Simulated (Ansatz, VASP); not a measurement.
# BaZrO3 in two plane-wave programs, part 3 of 3

Aim: how closely do two programs agree when they are given the same cell, functional and k mesh?  The cell is taken from a series of runs on this material, whose earlier steps may have relaxed or scaled it; both programs get it as it stands.

VASP 6.6.1 and Ansatz 0.2.0.

So far: The structure; Ansatz: zone-centre phonons, LDA; VASP: zone-centre phonons, LDA.

## (3) VASP: zone-centre phonons, LDA (continued)

Level of this step: LDA; plane waves and PAW (Ba_sv, Zr_sv, O) (VASP).

Numbers of over 12 decimals in the logs are rounded to 6 here.

Parts of OUTCAR (step 3):

```text
ion  position               nearest neighbor table
   1  0.000  0.000  0.000-   3 2.94   4 2.94   5 2.94   4 2.94   5 2.94   3 2.94   5 2.94   5 2.94
                             3 2.94   4 2.94   4 2.94   3 2.94   2 3.60   2 3.60   2 3.60   2 3.60
   2  0.500  0.500  0.500-   3 2.08   4 2.08   5 2.08   3 2.08   4 2.08   5 2.08   1 3.60   1 3.60
                             1 3.60   1 3.60   1 3.60   1 3.60   1 3.60   1 3.60
   3  0.500  0.500  0.000-   2 2.08   2 2.08   1 2.94   1 2.94   1 2.94   1 2.94
   4  0.500  0.000  0.500-   2 2.08   2 2.08   1 2.94   1 2.94   1 2.94   1 2.94
   5  0.000  0.500  0.500-   2 2.08   2 2.08   1 2.94   1 2.94   1 2.94   1 2.94

  LATTYP: Found a simple cubic cell.
 ALAT       =     4.1594782607

 Subroutine GETGRP returns: Found 48 space group operations
 (whereof 48 operations were pure point group operations)

The static configuration has the point symmetry O_h .

 Found     10 irreducible k-points:

   k-points           NKPTS =     10   k-points in BZ     NKDIM =     10   number of bands    NBANDS=     26

   dimension x,y,z NGX =    32 NGY =   32 NGZ =   32
   dimension x,y,z NGXF=    64 NGYF=   64 NGZF=   64

   ENCUT  =  520.0 eV  38.22 Ry    6.18 a.u.   7.73  7.73  7.73*2*pi/ulx,y,z

   NELECT =      40.0000    total number of electrons

 k-points in reciprocal lattice and weights: Automatic mesh
   0.00000000  0.00000000  0.00000000       0.008
   0.20000000  0.00000000  0.00000000       0.048
   0.40000000  0.00000000  0.00000000       0.048
   0.20000000  0.20000000  0.00000000       0.096
   0.40000000  0.20000000  0.00000000       0.192
   0.40000000  0.40000000  0.00000000       0.096
   0.20000000  0.20000000  0.20000000       0.064
   0.40000000  0.20000000  0.20000000       0.192
   0.40000000  0.40000000  0.20000000       0.192
   0.40000000  0.40000000  0.40000000       0.064

 average (electrostatic) potential at core
       1 -32.6728       2 -77.6765       3 -70.3499       4 -70.3499       5 -70.3499

  Total       -0.0117741     -0.0117741     -0.0117741      0.0000000      0.0000000     -0.0000000
  in kB       -0.2621340     -0.2621340     -0.2621340      0.0000000      0.0000000     -0.0000000
  external PRESSURE =      -0.2621340 kB  Pullay stress =       0.0000000 kB

  energy-cutoff  :      520.00
  volume of cell :       71.96
      direct lattice vectors                 reciprocal lattice vectors
     4.159478261  0.000000000  0.000000000     0.240414768  0.000000000  0.000000000
     0.000000000  4.159478261  0.000000000     0.000000000  0.240414768  0.000000000
     0.000000000  0.000000000  4.159478261     0.000000000  0.000000000  0.240414768

 POSITION                                       TOTAL-FORCE (eV/Angst)
 -----------------------------------------------------------------------------------
      0.00000      0.00000      0.00000         0.000000      0.000000      0.000000
      2.07974      2.07974      2.07974         0.000000      0.000000      0.000000
      2.07974      2.07974      0.00000         0.000000      0.000000      0.000000
      2.07974      0.00000      2.07974         0.000000      0.000000      0.000000
      0.00000      2.07974      2.07974         0.000000      0.000000      0.000000
 -----------------------------------------------------------------------------------
[...]
2     0.00000    -4.83215    -0.00000
    3     0.00000     0.00000    -2.02177
 ion    5
    1    -4.83215     0.00000     0.00000
    2     0.00000    -2.02177    -0.00000
    3     0.00000     0.00000    -2.02177

 Eigenvectors and eigenvalues of the dynamical matrix
 ----------------------------------------------------

   1 f  =   15.661595 THz    98.404700 2PiTHz  522.414560 cm-1    64.771121 meV
             X         Y         Z           dx          dy          dz
      0.000000  0.000000  0.000000     0.000000    0.000000   -0.023986
      2.079739  2.079739  2.079739     0.000000    0.000000   -0.158630
      2.079739  2.079739  0.000000     0.000000    0.000000    0.927035
      2.079739  0.000000  2.079739     0.000000   -0.000000   -0.239654
      0.000000  2.079739  2.079739    -0.000000    0.000000   -0.239654

   2 f  =   15.661595 THz    98.404700 2PiTHz  522.414560 cm-1    64.771121 meV
             X         Y         Z           dx          dy          dz
      0.000000  0.000000  0.000000    -0.023454   -0.005024    0.000000
      2.079739  2.079739  2.079739    -0.155112   -0.033225   -0.000000
      2.079739  2.079739  0.000000    -0.234338   -0.050195    0.000000
      2.079739  0.000000  2.079739    -0.234338    0.194165   -0.000000
      0.000000  2.079739  2.079739     0.906473   -0.050195   -0.000000

   3 f  =   15.661595 THz    98.404700 2PiTHz  522.414560 cm-1    64.771121 meV
             X         Y         Z           dx          dy          dz
      0.000000  0.000000  0.000000    -0.005024    0.023454    0.000000
      2.079739  2.079739  2.079739    -0.033225    0.155112    0.000000
      2.079739  2.079739  0.000000    -0.050195    0.234338   -0.000000
      2.079739  0.000000  2.079739    -0.050195   -0.906473    0.000000
      0.000000  2.079739  2.079739     0.194165    0.234338    0.000000

   4 f  =    5.823012 THz    36.587062 2PiTHz  194.234763 cm-1    24.082031 meV
             X         Y         Z           dx          dy          dz
      0.000000  0.000000  0.000000     0.270496   -0.044825   -0.017872
      2.079739  2.079739  2.079739    -0.731592    0.121234    0.048337
      2.079739  2.079739  0.000000     0.418970   -0.069429   -0.006504
      2.079739  0.000000  2.079739     0.418970   -0.016312   -0.027682
      0.000000  2.079739  2.079739     0.098433   -0.069429   -0.027682

   5 f  =    5.823012 THz    36.587062 2PiTHz  194.234763 cm-1    24.082031 meV
             X         Y         Z           dx          dy          dz
      0.000000  0.000000  0.000000     0.047678    0.263955    0.059593
      2.079739  2.079739  2.079739    -0.128952   -0.713900   -0.161178
      2.079739  2.079739  0.000000     0.073849    0.408838    0.021686
      2.079739  0.000000  2.079739     0.073849    0.096053    0.092304
      0.000000  2.079739  2.079739     0.017350    0.408838    0.092304

   6 f  =    5.823012 THz    36.587062 2PiTHz  194.234763 cm-1    24.082031 meV
             X         Y         Z           dx          dy          dz
      0.000000  0.000000  0.000000     0.007447   -0.061768    0.267630
      2.079739  2.079739  2.079739    -0.020141    0.167061   -0.723841
      2.079739  2.079739  0.000000     0.011534   -0.095673    0.097390
      2.079739  0.000000  2.079739     0.011534   -0.022477    0.414531
      0.000000  2.079739  2.079739     0.002710   -0.095673    0.414531

   7 f  =    5.267494 THz    33.096638 2PiTHz  175.704671 cm-1    21.784593 meV
             X         Y         Z           dx          dy          dz
      0.000000  0.000000  0.000000     0.000000    0.000000    0.000000
      2.079739  2.079739  2.079739    -0.000000   -0.000000   -0.000000
      2.079739  2.079739  0.000000    -0.001736   -0.099680    0.000000
      2.079739  0.000000  2.079739     0.001736    0.000000   -0.700043
      0.000000  2.079739  2.079739    -0.000000    0.099680    0.700043

   8 f  =    5.267494 THz    33.096638 2PiTHz  175.704671 cm-1    21.784593 meV
             X         Y         Z           dx          dy          dz
      0.000000  0.000000  0.000000    -0.000000   -0.000000    0.000000
      2.079739  2.079739  2.079739     0.000000    0.000000   -0.000000
      2.079739  2.079739  0.000000     0.076483    0.695912    0.000000
      2.079739  0.000000  2.079739    -0.076483    0.000000   -0.099282
      0.000000  2.079739  2.079739     0.000000   -0.695912    0.099282

   9 f  =    5.267494 THz    33.096638 2PiTHz  175.704671 cm-1    21.784593 meV
             X         Y         Z           dx          dy          dz
      0.000000  0.000000  0.000000     0.000000   -0.000000   -0.000000
      2.079739  2.079739  2.079739    -0.000000   -0.000000    0.000000
      2.079739  2.079739  0.000000     0.702956   -0.075962   -0.000000
      2.079739  0.000000  2.079739    -0.702956   -0.000000    0.009073
      0.000000  2.079739  2.079739    -0.000000    0.075962   -0.009073

  10 f  =    3.114984 THz    19.572024 2PiTHz  103.904692 cm-1    12.882534 meV
             X         Y         Z           dx          dy          dz
      0.000000  0.000000  0.000000     0.008839   -0.000921   -0.657499
      2.079739  2.079739  2.079739    -0.004120    0.000429    0.306462
      2.079739  2.079739  0.000000    -0.006028    0.000628    0.267276
      2.079739  0.000000  2.079739    -0.006028    0.000375    0.448418
      0.000000  2.079739  2.079739    -0.003593    0.000628    0.448418

  11 f  =    3.114984 THz    19.572024 2PiTHz  103.904692 cm-1    12.882534 meV
             X         Y         Z           dx          dy          dz
      0.000000  0.000000  0.000000     0.483741   -0.445340    0.007127
      2.079739  2.079739  2.079739    -0.225473    0.207574   -0.003322
      2.079739  2.079739  0.000000    -0.329914    0.303724   -0.002897
      2.079739  0.000000  2.079739    -0.329914    0.181032   -0.004861
      0.000000  2.079739  2.079739    -0.196642    0.303724   -0.004861

  12 f  =    3.114984 THz    19.572024 2PiTHz  103.904692 cm-1    12.882534 meV
             X         Y         Z           dx          dy          dz
      0.000000  0.000000  0.000000    -0.445309   -0.483792   -0.005309
      2.079739  2.079739  2.079739     0.207560    0.225497    0.002474
      2.079739  2.079739  0.000000     0.303704    0.329949    0.002158
      2.079739  0.000000  2.079739     0.303704    0.196663    0.003620
      0.000000  2.079739  2.079739     0.181020    0.329949    0.003620

  13 f/i=    0.034668 THz     0.217825 2PiTHz    1.156399 cm-1     0.143375 meV
             X         Y         Z           dx          dy          dz
      0.000000  0.000000  0.000000    -0.314470    0.140003   -0.610780
      2.079739  2.079739  2.079739    -0.257132    0.114476   -0.499417
      2.079739  2.079739  0.000000    -0.110168    0.049047   -0.211893
      2.079739  0.000000  2.079739    -0.110168    0.048570   -0.213975
      0.000000  2.079739  2.079739    -0.109096    0.049047   -0.213975

  14 f/i=    0.034668 THz     0.217825 2PiTHz    1.156399 cm-1     0.143375 meV
             X         Y         Z           dx          dy          dz
      0.000000  0.000000  0.000000    -0.562617    0.237796    0.344180
      2.079739  2.079739  2.079739    -0.460035    0.194438    0.281425
      2.079739  2.079739  0.000000    -0.197102    0.083307    0.119404
      2.079739  0.000000  2.079739    -0.197102    0.082497    0.120577
      0.000000  2.079739  2.079739    -0.195185    0.083307    0.120577

  15 f/i=    0.034668 THz     0.217825 2PiTHz    1.156399 cm-1     0.143375 meV
             X         Y         Z           dx          dy          dz
      0.000000  0.000000  0.000000    -0.275890   -0.644513   -0.005689
      2.079739  2.079739  2.079739    -0.225587   -0.526999   -0.004652
      2.079739  2.079739  0.000000    -0.096653   -0.225793   -0.001974
      2.079739  0.000000  2.079739    -0.096653   -0.223596   -0.001993
      0.000000  2.079739  2.079739    -0.095712   -0.225793   -0.001993

 MACROSCOPIC STATIC DIELECTRIC TENSOR IONIC CONTRIBUTION
 ------------------------------------------------------
          52.277238     0.000000     0.000000
           0.000000    52.277238     0.000000
           0.000000     0.000000    52.277238
 ------------------------------------------------------

 ELASTIC MODULI CONTR FROM IONIC RELAXATION (kBar)
 Direction    XX          YY          ZZ          XY          YZ          ZX
 --------------------------------------------------------------------------------
 XX           0.0000      0.0000      0.0000      0.0000      0.0000      0.0000
 YY           0.0000      0.0000      0.0000      0.0000      0.0000      0.0000
 ZZ           0.0000      0.0000      0.0000      0.0000      0.0000      0.0000
 XY           0.0000      0.0000      0.0000      0.0000      0.0000      0.0000
 YZ           0.0000      0.0000      0.0000      0.0000      0.0000      0.0000
 ZX           0.0000      0.0000      0.0000      0.0000      0.0000      0.0000
 --------------------------------------------------------------------------------

 PIEZOELECTRIC TENSOR IONIC CONTR  for field in x, y, z        (C/m^2)
          XX          YY          ZZ          XY          YZ          ZX
  --------------------------------------------------------------------------------
  x     0.00000     0.00000     0.00000     0.00000     0.00000     0.00000
  y     0.00000     0.00000     0.00000     0.00000     0.00000     0.00000
  z     0.00000     0.00000     0.00000     0.00000     0.00000     0.00000
```

## (4) Comparison

Known differences besides the PAW data sets themselves: the two LDA forms differ slightly; fixed occupations in Ansatz, narrow Gaussian smearing in VASP; VASP's response is taken on the typed mesh, Ansatz refines its own for the field response alone; the cutoff is 420 eV in Ansatz and 520 eV in VASP; Ansatz makes its cores anew for this functional, VASP keeps those of its LDA data sets. Total energies have different zeros and are not compared.

Compared:

| quantity | Ansatz | VASP | difference |
| --- | --- | --- | --- |
| ε∞ xx | 4.91 | 4.96 | -1.03 % |
| ε∞ yy | 4.91 | 4.96 | -1.03 % |
| ε∞ zz | 4.91 | 4.96 | -1.03 % |
| Born charge of Ba1 (mean of the diagonal) (e) | 2.74 | 2.74 | 0.00 |
| Born charge of Zr2 (mean of the diagonal) (e) | 6.09 | 6.14 | -0.05 |
| Born charge of O3 (mean of the diagonal) (e) | -2.94 | -2.96 | +0.01 |
| mode 4 to 6 (cm⁻¹) | 85.7 | 103.9 | -17.50 % |
| mode 7 to 9 (cm⁻¹) | 167.3 | 175.7 | -4.79 % |
| mode 10 to 12 (cm⁻¹) | 190.3 | 194.2 | -2.02 % |
| mode 13 to 15 (cm⁻¹) | 515.1 | 522.4 | -1.40 % |

## (5) Looking for the cause

The difference is large enough to ask for its cause, so further runs change the set-up of one program at a time, as the table lists.

| run | difference in mode 4 to 6 (%) |
| --- | --- |
| as above | -18 |
| VASP with the data sets Ba_sv_GW, Zr_sv_GW and O_GW, a cutoff of 670 eV and LASPH unset | -1.9 |
| VASP with the data sets Ba_sv, Zr_sv and O_h, a cutoff of 1230 eV and LASPH unset | -17 |

## (6) What came out

- difference in mode 4 to 6 (zone-centre phonons, LDA): -18 %

The difference in mode 4 to 6 is -18 % (zone-centre phonons, LDA), beyond the 3 % picked in this series as the mark of a large difference. For zone-centre phonons, LDA: with VASP with the data sets Ba_sv_GW, Zr_sv_GW and O_GW, a cutoff of 670 eV and LASPH unset the difference in mode 4 to 6 shrinks in size, from -18 to -1.9 %. Differences of this kind measure data sets and numerical settings, not the functional's error against experiment.

[Lines on the potential files, build, host, timing and source positions are cut from VASP's logs without a mark.]

[Logs are printed without paths, hosts, clocks, repeated set-up lines and the standing remarks that a program may print on its own settings, such as how far it seeks lower states.]

[Hosts, paths, dates, database ids (printed as entryN), source tags and the programs' standing remarks are cut or masked in the printed files.]
